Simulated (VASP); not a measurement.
VASP input:

**KPOINTS**
```
Automatic
0
gamma
  9 9 9
0 0 0
```

### INCAR
```
# general
SYSTEM =Br
PREC   =Accurate
ENCUT  =400
LREAL  =F
LASPH  =T

# electronic loop
EDIFF  =1E-6
NELM   =100
ALGO   =Normal
LMAXMIX=4

# smearing
ISMEAR =0
SIGMA  =0.05

# functional
GGA    =PS

# ions
IBRION =2
NSW    =60
ISIF   =3
EDIFFG =-0.01

# output
LWAVE  =F
LCHARG =F
```

File POSCAR:
```
Br
1
   -1.8757770000     1.8757770000     1.8757770000
    1.8757770000    -1.8757770000     1.8757770000
    1.8757770000     1.8757770000    -1.8757770000
Br
1
Direct
  0.0000000000   0.0000000000   0.0000000000
```

POTCAR, in this order: Br (PBE.64 set). Program: vasp_std.

Problem. Translate this PBEsol calculation to Quantum ESPRESSO's pw.x.

Solution. One equivalent input (not run):
```
&CONTROL
  calculation = 'vc-relax'
  pseudo_dir = './pseudo'
  outdir = './out'
  tprnfor = .true.
  tstress = .true.
  nstep = 60
  forc_conv_thr = 0.00039
/
&SYSTEM
  ibrav = 0
  nat = 1
  ntyp = 1
  ecutwfc = 46
  occupations = 'smearing'
  smearing = 'gaussian'
  degauss = 0.003675
  input_dft = 'pbesol'
/
&ELECTRONS
  conv_thr = 7.3e-08
  electron_maxstep = 100
/
&IONS
/
&CELL
/
ATOMIC_SPECIES
  Br 79.904 Br.upf
CELL_PARAMETERS angstrom
    -1.8757770    1.8757770    1.8757770
     1.8757770   -1.8757770    1.8757770
     1.8757770    1.8757770   -1.8757770
ATOMIC_POSITIONS crystal
  Br   0.0000000  0.0000000  0.0000000
K_POINTS automatic
  9 9 9 0 0 0
```
What does not carry over: the potentials are each code's own (VASP's PAW set, PseudoDojo norm-conserving files in pw.x), so ENCUT and ecutwfc are chosen apart and not converted; conv_thr bounds pw.x's estimated SCF error, while EDIFF bounds the energy change between steps; forc_conv_thr acts on force components and is met together with etot_conv_thr.

The structure was generated: Br was put into the bcc type (Im-3m), which need not be its known phase. This run relaxes it. Symmetry was kept, so distortions that lower it aren't found.
